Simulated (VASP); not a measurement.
These are LDA (Ceperley-Alder, Perdew-Zunger), VASP's LDA PAW potentials (set 64) (plane waves; VASP) values and carry that method's errors.

Input for VASP

### POSCAR
```
CdTe
1
    0.0000000000     3.2400000000     3.2400000000
    3.2400000000     0.0000000000     3.2400000000
    3.2400000000     3.2400000000     0.0000000000
Cd Te
1 1
Direct
  0.0000000000   0.0000000000   0.0000000000
  0.2500000000   0.2500000000   0.2500000000
```

### INCAR
```
SYSTEM=CdTe
PREC=Accurate; ENCUT=300; LREAL=.FALSE.
LASPH=.TRUE.
EDIFF=1E-6; NELM=100; ALGO=Normal
LMAXMIX=4
ISMEAR=-1; SIGMA=0.05
ISIF=2
LWAVE=.FALSE.; LCHARG=.FALSE.
```

File KPOINTS:
```
Regular mesh
0
gamma
 5 5 5
```

POTCAR, in this order: Cd Te (LDA.64 set). Program: vasp_std.

At this cut-off the stress carries a Pulay error, which pulls relaxed volumes low. Unless said otherwise, spin-orbit coupling is left out, though it shifts the bands of the heavy elements here.

Estimate the energy per atom (σ→0), pressure, band gap (on the k-mesh).

- energy per atom (σ→0) = -3.011 eV/atom
- band gap (on the k-mesh) = 0.54 eV
- pressure = -1.14 GPa

### OSZICAR
```
...
DAV:   6    -0.604997416792E+01    0.22145E+00   -0.43816E-01   295   0.870E+00    0.483E+00
DAV:   7    -0.602528886053E+01    0.24685E-01   -0.10657E-01   295   0.240E+00    0.172E+00
DAV:   8    -0.602309110703E+01    0.21978E-02   -0.10267E-02   270   0.136E+00    0.488E-01
DAV:   9    -0.602277352813E+01    0.31758E-03   -0.83962E-04   305   0.331E-01    0.125E-01
DAV:  10    -0.602276214238E+01    0.11386E-04   -0.92800E-05   290   0.945E-02    0.538E-02
DAV:  11    -0.602276572045E+01   -0.35781E-05   -0.19598E-05   290   0.439E-02    0.290E-02
DAV:  12    -0.602276508253E+01    0.63792E-06   -0.15134E-06   215   0.116E-02
   1 F= -.60227651E+01 E0= -.60227253E+01  d E =-.796494E-04
```

The structure is a typed CdTe crystal (F-43m). The cell was not relaxed at this level. The run is one of a series of settings (GGA removed, POTCAR Cd Te (LDA.64 set) against the base run), some of them coarse on purpose.
